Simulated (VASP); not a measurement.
Data:

```yaml
crystal:
  lattice:
    - [4.54438, 0.00000, 0.00000]
    - [-2.27219, 3.93555, 0.00000]
    - [0.00000, 0.00000, 5.19383]
  atoms:
    - { symbol: Hf, position: [0.33333, 0.66667, 0.93753] }
    - { symbol: Hf, position: [0.66667, 0.33333, 0.43753] }
    - { symbol: Si, position: [0.33333, 0.66667, 0.43747] }
    - { symbol: Si, position: [0.66667, 0.33333, 0.93747] }
```

Method: PBEsol GGA, VASP's PBE PAW potentials (set 64) (plane waves; VASP 6.6.1). Settings: 400 eV cut-off, 9×9×7 Γ-centred mesh, tetrahedra with Blöchl corrections, potentials Hf_pv Si.

The cores are frozen, which limits the accuracy of field gradients.

Give the principal components of the electric field gradient (V/Å²) and the asymmetry η at each nucleus.

| atom | Vxx | Vyy | Vzz | η |
|---|---|---|---|---|
| Hf1 | 111.0 | 111.0 | -222.1 | 0.00 |
| Hf2 | 111.0 | 111.0 | -222.1 | 0.00 |
| Si3 | 8.7 | 8.7 | -17.4 | 0.00 |
| Si4 | 8.7 | 8.7 | -17.4 | 0.00 |

The structure was generated: HfSi was put into the wurtzite type (P6_3mc), which need not be its known phase. It was relaxed first, which changed the volume by -36 %. The relaxed cell has space group P6_3/mmc.
